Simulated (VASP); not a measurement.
These are PW91 GGA, VASP's PBE PAW potentials (set 64) (plane waves; VASP) values and carry that method's errors.

VASP ran on this input.

**INCAR**
```
ALGO  =  All
EDIFF  =  1E-6
ENCUT  =  520
GGA  =  91
ISMEAR  =  0
ISPIN  =  2
ISYM  =  0
LASPH  =  .TRUE.
LCHARG  =  .FALSE.
LMAXMIX  =  4
LORBIT  =  10
LREAL  =  .FALSE.
LWAVE  =  .FALSE.
MAGMOM  =  1
NELM  =  200
NUPDOWN  =  1
PREC  =  Normal
SIGMA  =  0.01
SYSTEM  =  Br atom
```

File POSCAR:
```
Br atom
1
   12.0000000000     0.0000000000     0.0000000000
    0.0000000000    12.5000000000     0.0000000000
    0.0000000000     0.0000000000    13.0000000000
Br
1
Direct
  0.0000000000   0.0000000000   0.0000000000
```

### KPOINTS
```
K-points
0
gamma
 1 1 1
```

POTCAR, in this order: Br (PBE.64 set). Program: vasp_gam. Read from the step before: WAVECAR.

Output

**OSZICAR**
```
       N       E                     dE             d eps       ncg     rms           ort
SDA:   1    -0.202028625085E+00   -0.20203E+00    0.00000E+00     8   0.352E-02   0.000E+00
CGA:   2    -0.203132309394E+00   -0.11037E-02   -0.11035E-02     8   0.203E-02   0.166E-05
CGA:   3    -0.203301585449E+00   -0.16928E-03   -0.16832E-03     8   0.421E-03  -0.113E-04
CGA:   4    -0.203419579094E+00   -0.11799E-03   -0.11716E-03     8   0.873E-04   0.116E-04
CGA:   5    -0.203433504003E+00   -0.13925E-04   -0.13919E-04     8   0.661E-04  -0.748E-06
CGA:   6    -0.203441013622E+00   -0.75096E-05   -0.74923E-05     8   0.110E-04  -0.695E-06
CGA:   7    -0.203443115604E+00   -0.21020E-05   -0.21014E-05     8   0.235E-05   0.153E-05
SDA:   8    -0.203443394698E+00   -0.27909E-06   -0.32827E-06     8   0.137E-05   0.687E-06
   1 F= -.20344339E+00 E0= -.19958686E+00  d E =-.771307E-02  mag=     1.0000
```

**OUTCAR**
```
------------------------ aborting loop because EDIFF is reached ----------------------------------------
  FORCE on cell =-STRESS in cart. coord.  units (eV):
  Direction    XX          YY          ZZ          XY          YZ          ZX
  --------------------------------------------------------------------------------------
  Total       -0.0010133     -0.0083683     -0.0050173      0.0005487      0.0008714     -0.0008810
  in kB       -0.0008325     -0.0068757     -0.0041224      0.0004508      0.0007160     -0.0007239
  external PRESSURE =      -0.0039435 kB  Pullay stress =       0.0000000 kB
  volume of cell :     1950.00
      direct lattice vectors                 reciprocal lattice vectors
    12.000000000  0.000000000  0.000000000     0.083333333  0.000000000  0.000000000
     0.000000000 12.500000000  0.000000000     0.000000000  0.080000000  0.000000000
     0.000000000  0.000000000 13.000000000     0.000000000  0.000000000  0.076923077
 POSITION                                       TOTAL-FORCE (eV/Angst)
 -----------------------------------------------------------------------------------
      0.00000      0.00000      0.00000         0.000000      0.000000     -0.000000
 -----------------------------------------------------------------------------------
    total drift:                                0.000000      0.000000     -0.000000
  FREE ENERGIE OF THE ION-ELECTRON SYSTEM (eV)
  ---------------------------------------------------
  free  energy   TOTEN  =        -0.2034433947 eV

  energy  without entropy=       -0.1957303274  energy(sigma->0) =       -0.19958686

 total charge

# of ion       s       p       d       tot
------------------------------------------
    1        1.634   3.045   0.000   4.679

 magnetization (x)

# of ion       s       p       d       tot
------------------------------------------
    1        0.019   0.641   0.000   0.660
```
(Selected blocks of OUTCAR.)

**OUTCAR**
```
 val. band max:       -7.4207489533   @ k =   0.0000   0.0000   0.0000

 cond. band min:      -0.5269648683   @ k =   0.0000   0.0000   0.0000


 Fermi energy:        -8.0645126940

 spin component 1

 k-point     1 :       0.0000    0.0000    0.0000
  band No.  band energies     occupation
      1     -20.3840      1.00000
      2      -8.1318      1.00000
      3      -8.1293      1.00000
      4      -8.1290      1.00000
      5      -0.5270      0.00000
      6       0.5168      0.00000
      7       0.6972      0.00000
      8       0.7497      0.00000

 Fermi energy:        -7.4086739126

 spin component 2

 k-point     1 :       0.0000    0.0000    0.0000
  band No.  band energies     occupation
      1     -19.6589      1.00000
      2      -7.4212      0.66801
      3      -7.4208      0.66706
      4      -7.4207      0.66492
      5      -0.4349      0.00000
      6       0.5478      0.00000
      7       0.7441      0.00000
      8       0.8004      0.00000
```

The atom may not be in its lowest state.

The cell is a free atom in a box.
